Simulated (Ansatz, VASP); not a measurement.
# LiPS3 in two plane-wave programs, part 2 of 2

Wanted: the spread between two codes on one cell, functional and k mesh. The cell is taken from a series of runs on this material, whose earlier steps may have relaxed, scaled, displaced or heated it; both programs get it as it stands.

VASP 6.6.1 and Ansatz 0.2.0.

So far: Starting point; Ansatz: G0W0 gap, PBE.

### Step 3. VASP: G0W0 gap, PBE

Level of this step: G0W0 on PBE; plane waves and PAW (Li_sv_GW, P_GW, S_GW) (VASP).

The same cell, functional and mesh now go to VASP, with its own data sets.

Lines of VASP's logs that name or quote its potential files are left out, and so is its time.

The run reads the wave functions of an earlier VASP run, which isn't shown here.

INCAR

```
SYSTEM = LiPS3
PREC = Accurate
ENCUT = 460
ISMEAR = 0
SIGMA = 0.01
LREAL = .FALSE.
GGA = PE
NBANDS = 803
ALGO = EVGW0
NELMGW = 1
ENCUTGW = 140
NOMEGA = 64
PRECFOCK = Fast
NBANDSGW = 34
LWAVE = .FALSE.
LCHARG = .FALSE.
```

POSCAR

```
LiPS3
1.0
    5.3910660000     -3.3983950000      0.0000000000
    5.3910660000      3.3983950000      0.0000000000
   -3.6819158750      0.0000000000      5.1482160926
Li P S
2 2 6
Direct
    0.7616267722      0.2383732278      0.0000000000
    0.2383732278      0.7616267722      0.0000000000
    0.1572547007      0.1572547007      0.5842912633
    0.8427452993      0.8427452993      0.4157087367
    0.2308999754      0.7691000246      0.5000000000
    0.7691000246      0.2308999754      0.5000000000
    0.2053790632      0.2053790632      0.3207477991
    0.7946209368      0.7946209368      0.6792522009
    0.3272293085      0.3272293085      0.9588917328
    0.6727706915      0.6727706915      0.0411082672
```

KPOINTS

```
Automatic mesh
0
Gamma
2 2 2
0 0 0
```

PAW data sets: Li_sv_GW, P_GW and S_GW (PBE family, release 64).

Launch:

```console
> export OMP_NUM_THREADS=3
> mpirun -np 1 vasp_std
```

Numbers of over 12 decimals in the logs are rounded to 6 here.

Output:

```text
[banner, memory and clock lines left out]
running    1 mpi-ranks, on    1 nodes
 distrk:  each k-point on    1 cores,    1 groups
 distr:  one band on    1 cores,    1 groups
 Offloading initialized ...    1 GPUs detected
 POSCAR found type information on POSCAR LiP S
 POSCAR found :  3 types and      10 ions
|                                                                             |
|           W    W    AA    RRRRR   N    N  II  N    N   GGGG   !!!           |
|           W    W   A  A   R    R  NN   N  II  NN   N  G    G  !!!           |
|           W    W  A    A  R    R  N N  N  II  N N  N  G       !!!           |
|           W WW W  AAAAAA  RRRRR   N  N N  II  N  N N  G  GGG   !            |
|           WW  WW  A    A  R   R   N   NN  II  N   NN  G    G                |
|           W    W  A    A  R    R  N    N  II  N    N   GGGG   !!!           |
|                                                                             |
|     The default for ENCUTGWSOFT is different in this version of VASP.       |
|     please manually set ENCUTGWSOFT =140 in the INCAR file.                 |
|                                                                             |

 LDA part: xc-table for (Slater+PW92), standard interpolation
 found WAVECAR, reading the header
 POSCAR, INCAR and KPOINTS ok, starting setup
 FFT: planning ... GRIDC
 FFT: planning ... GRID_SOFT
 FFT: planning ... GRID
 reading WAVECAR
 the WAVECAR file was read successfully
 initial charge from wavefunction
 available memory per node:   1648.14 GB, setting MAXMEM to   1687692

 The Fermi energy was updated, please check that it is located mid-gap
 values below the HOMO (VB) or above the LUMO (CB) will cause erroneous energies
 E-fermi :   4.4717

 calculate exact exchange contribution
 the WAVEDER file was read successfully
energies w=
    0.000    0.000    0.722    0.000    1.442    0.000    2.159    0.000
    2.872    0.000    3.578    0.000    4.278    0.000    4.970    0.000
    5.653    0.000    6.327    0.000    6.992    0.000    7.648    0.000
    8.295    0.000    8.934    0.000    9.564    0.000   10.187    0.000
   10.803    0.000   11.414    0.000   12.020    0.000   12.622    0.000
   13.222    0.000   13.821    0.000   14.419    0.000   15.019    0.000
   15.622    0.000   16.228    0.000   16.841    0.000   17.461    0.000
   18.090    0.000   18.731    0.000   19.385    0.000   20.055    0.000
   20.742    0.000   21.451    0.000   22.184    0.000   22.944    0.000
   23.735    0.000   24.562    0.000   25.430    0.000   26.344    0.000
   27.310    0.000   28.336    0.000   29.431    0.000   30.605    0.000
   31.870    0.000   33.240    0.000   34.733    0.000   36.370    0.000
   38.176    0.000   40.182    0.000   42.429    0.000   44.967    0.000
   47.859    0.000   51.189    0.000   55.070    0.000   59.652    0.000
   65.148    0.000   71.861    0.000   80.244    0.000   91.003    0.000
  105.299    0.000  125.194    0.000  154.730    0.000  203.046    0.000
 responsefunction array rank=     714
 LDA part: xc-table for (Slater+PW92), standard interpolation

 min. memory requirement per mpi rank   1679.1 MB, per node   1679.1 MB

 allocating  64 responsefunctions rank=   714
 shmem allocating  64 responsefunctions rank=   714
 response function shared by NCSHMEM nodes    1
 Doing            64  frequencies on each core in blocks of            64
NQ=   1    0.0000    0.0000    0.0000,
|.........|.........|.........|.........|.........|.........|.........|.........
 performed        650000 updates of chi_q(r,r)
 total number of BLAS operations       2573.27 Gflops
NQ=   2    0.5000    0.0000    0.0000,
|.........|.........|.........|.........|.........|.........|.........|.........
 performed       1410000 updates of chi_q(r,r)
 total number of BLAS operations       5621.21 Gflops
NQ=   3    0.5000    0.5000    0.0000,
|.........|.........|.........|.........|.........|.........|.........|.........
 performed       2060000 updates of chi_q(r,r)
 total number of BLAS operations       8260.79 Gflops
NQ=   4    0.0000    0.0000    0.5000,
|.........|.........|.........|.........|.........|.........|.........|.........
 performed       2710000 updates of chi_q(r,r)
 total number of BLAS operations      10915.22 Gflops
NQ=   5    0.5000    0.0000    0.5000,
|.........|.........|.........|.........|.........|.........|.........|.........
 performed       3470000 updates of chi_q(r,r)
 total number of BLAS operations      13963.17 Gflops
NQ=   6    0.5000    0.5000    0.5000,
|.........|.........|.........|.........|.........|.........|.........|.........
 performed       4120000 updates of chi_q(r,r)
 total number of BLAS operations      16587.94 Gflops
 resolving degeneracies of screened two electron integrals

 calculate QP shifts <psi_nk| G(iteration)W_0 |psi_nk>: iteration 1
 entering main loop
```

OUTCAR, selected parts (step 3):

```text
ion  position               nearest neighbor table
   1  0.762  0.238  0.000-
   2  0.238  0.762  0.000-
   3  0.157  0.157  0.584-   9 1.98   7 2.01   5 2.14   6 2.14
   4  0.843  0.843  0.416-  10 1.98   8 2.01   5 2.14   6 2.14
   5  0.231  0.769  0.500-   3 2.14   4 2.14
   6  0.769  0.231  0.500-   3 2.14   4 2.14
   7  0.205  0.205  0.321-   3 2.01
   8  0.795  0.795  0.679-   4 2.01
   9  0.327  0.327  0.959-   3 1.98
  10  0.673  0.673  0.041-   4 1.98

  LATTYP: Found a base centered monoclinic cell.
 ALAT       =    10.7821320000
 B/A-ratio  =     0.6303753284
 C/A-ratio  =     0.5870218432
 COS(beta)  =    -0.5817212858

 Subroutine GETGRP returns: Found  4 space group operations
 (whereof  4 operations were pure point group operations)

The static configuration has the point symmetry C_2h.

 Found      6 irreducible k-points:

   k-points           NKPTS =      6   k-points in BZ     NKDIM =      8   number of bands    NBANDS=    803

   dimension x,y,z NGX =    48 NGY =   48 NGZ =   48
   dimension x,y,z NGXF=    96 NGYF=   96 NGZF=   96

   ENCUT  =  460.0 eV  33.81 Ry    5.81 a.u.  11.14 11.14 11.07*2*pi/ulx,y,z

   NELECT =      52.0000    total number of electrons

  energy-cutoff  :      460.00
  volume of cell :      188.64
      direct lattice vectors                 reciprocal lattice vectors
     5.391066000 -3.398395000  0.000000000     0.092746036 -0.147128277  0.066330374
     5.391066000  3.398395000  0.000000000     0.092746036  0.147128277  0.066330374
    -3.681915875  0.000000000  5.148216093    -0.000000000  0.000000000  0.194242041

 k-points in reciprocal lattice and weights: Automatic mesh
   0.00000000  0.00000000  0.00000000       0.125
   0.50000000  0.00000000  0.00000000       0.250
   0.50000000  0.50000000  0.00000000       0.125
   0.00000000  0.00000000  0.50000000       0.125
   0.50000000  0.00000000  0.50000000       0.250
   0.50000000  0.50000000  0.50000000       0.125

 E-fermi :   4.4717

 QP shifts <psi_nk| G(iteration)W_0 |psi_nk>: iteration 1
 for sc-GW calculations column KS-energies equals QP-energies in previous step
 and V_xc(KS)=  KS-energies - (<T + V_ion + V_H > + <T+V_H+V_ion>^1  + <V_x>^1)
 k-point   1 :       0.0000    0.0000    0.0000
  band No.  KS-energies  QP-energies   sigma(KS)   V_xc(KS)     V^pw_x(r,r')   Z            occupation Imag(sigma)
    ...
     23       2.5936       1.8035     -13.7681     -12.7021     -15.6249       0.7412       2.0000       0.1673
     24       3.1817       2.3970     -14.4728     -13.4198     -16.1803       0.7452       2.0000       0.1482
     25       3.1925       2.4163     -14.3776     -13.3364     -16.0349       0.7455       2.0000       0.1453
     26       3.6261       2.8001     -14.5099     -13.4024     -16.3661       0.7458       2.0000       0.1484
     27       5.7827       6.2606     -12.0357     -12.6751      -8.1009       0.7474       0.0000      -0.1740
     28       6.1509       6.6000     -11.2656     -11.8580      -7.2844       0.7582       0.0000      -0.1666
     29       6.5871       7.2096     -11.8994     -12.7263      -7.5681       0.7529       0.0000      -0.1843
     30       7.2617       7.7479     -10.4876     -11.1238      -6.2391       0.7643       0.0000      -0.1836
    ...

 k-point   2 :       0.5000    0.0000    0.0000
  band No.  KS-energies  QP-energies   sigma(KS)   V_xc(KS)     V^pw_x(r,r')   Z            occupation Imag(sigma)
    ...
     23       2.5091       1.6371     -14.0425     -12.8621     -16.0909       0.7387       2.0000       0.1788
     24       2.7349       1.8634     -13.9219     -12.7441     -15.9627       0.7400       2.0000       0.1735
     25       2.9734       2.1181     -14.1338     -12.9820     -16.0346       0.7426       2.0000       0.1633
     26       3.0081       2.1929     -14.2038     -13.1064     -16.0627       0.7429       2.0000       0.1576
     27       5.4891       5.9888     -11.3363     -11.9985      -7.2891       0.7546       0.0000      -0.1698
     28       6.4633       6.9171     -11.0476     -11.6469      -7.0249       0.7572       0.0000      -0.1772
     29       6.6863       7.2773     -11.6482     -12.4334      -7.3783       0.7526       0.0000      -0.1849
     30       7.2501       7.6919     -10.2937     -10.8759      -5.9538       0.7589       0.0000      -0.1993
    ...

 k-point   3 :       0.5000    0.5000    0.0000
  band No.  KS-energies  QP-energies   sigma(KS)   V_xc(KS)     V^pw_x(r,r')   Z            occupation Imag(sigma)
    ...
     23       2.1929       1.2937     -13.5371     -12.3138     -15.6828       0.7351       2.0000       0.1962
     24       2.3491       1.4650     -13.7923     -12.5940     -15.8778       0.7378       2.0000       0.1856
     25       2.9623       2.1449     -14.1972     -13.0923     -16.0817       0.7398       2.0000       0.1608
     26       3.2957       2.4419     -14.2554     -13.1079     -16.1659       0.7440       2.0000       0.1573
     27       6.1790       6.6526     -11.6935     -12.3244      -7.7486       0.7507       0.0000      -0.1781
     28       6.6873       7.2867     -11.3402     -12.1354      -6.9983       0.7538       0.0000      -0.1860
     29       6.8596       7.3078     -11.2268     -11.8202      -7.0860       0.7552       0.0000      -0.1855
     30       7.5978       8.1420     -10.9953     -11.7139      -6.5506       0.7572       0.0000      -0.1972
    ...

 k-point   4 :       0.0000    0.0000    0.5000
  band No.  KS-energies  QP-energies   sigma(KS)   V_xc(KS)     V^pw_x(r,r')   Z            occupation Imag(sigma)
    ...
     23       2.6787       1.8067     -13.9674     -12.7833     -16.0242       0.7364       2.0000       0.1779
     24       2.6787       1.8067     -13.9674     -12.7833     -16.0242       0.7364       2.0000       0.1779
     25       2.8175       1.9840     -13.9905     -12.8672     -15.9483       0.7419       2.0000       0.1664
     26       2.9297       2.1065     -14.1625     -13.0534     -16.0267       0.7422       2.0000       0.1604
     27       5.3174       5.8242     -11.5826     -12.2567      -7.5751       0.7518       0.0000      -0.1687
     28       6.1790       6.6097     -10.3399     -10.9010      -6.3189       0.7676       0.0000      -0.1663
     29       6.2431       6.6992     -11.1185     -11.7210      -7.0636       0.7570       0.0000      -0.1720
     30       7.2734       7.7460     -10.5870     -11.2045      -6.2836       0.7653       0.0000      -0.1839
    ...

[... 2 further parts left out ...]
```

### Step 4. Differences

Known differences besides the potentials themselves: fixed occupations in Ansatz, narrow Gaussian smearing in VASP; the cutoff is 420 eV in Ansatz and 460 eV in VASP; VASP leaves aspherical gradient terms in its spheres out (LASPH is not set), Ansatz keeps them; Ansatz integrates over frequency by contour deformation, VASP on a grid of NOMEGA points; Ansatz's G0W0 levels solve the quasiparticle equation, VASP's are linearised. Total energies have different zeros and are not compared.

Compared:

```tsv
quantity	Ansatz	VASP	difference
G0W0 gap on the mesh (eV)	2.98	3.02	-0.05
Kohn-Sham gap under it (eV)	1.70	1.69	+0.01
```

### Step 5. Results

```json
{"difference in G0W0 gap on the mesh (G0W0 gap, PBE)": "-0.047 eV"}
```

What this shows: The difference in G0W0 gap on the mesh is -0.047 eV (G0W0 gap, PBE). Such differences can come from data sets, numerical settings and the points named under the comparisons, not from the functional's error against experiment.

[Lines on the potential files, build, host, timing and source positions are cut from VASP's logs without a mark.]

[Logs are printed without paths, hosts, clocks, repeated set-up lines and the standing remarks that a program may print on its own settings, such as how far it seeks lower states.]

[Hosts, paths, dates, database ids (printed as entryN), source tags and the programs' standing remarks are cut or masked in the printed files.]
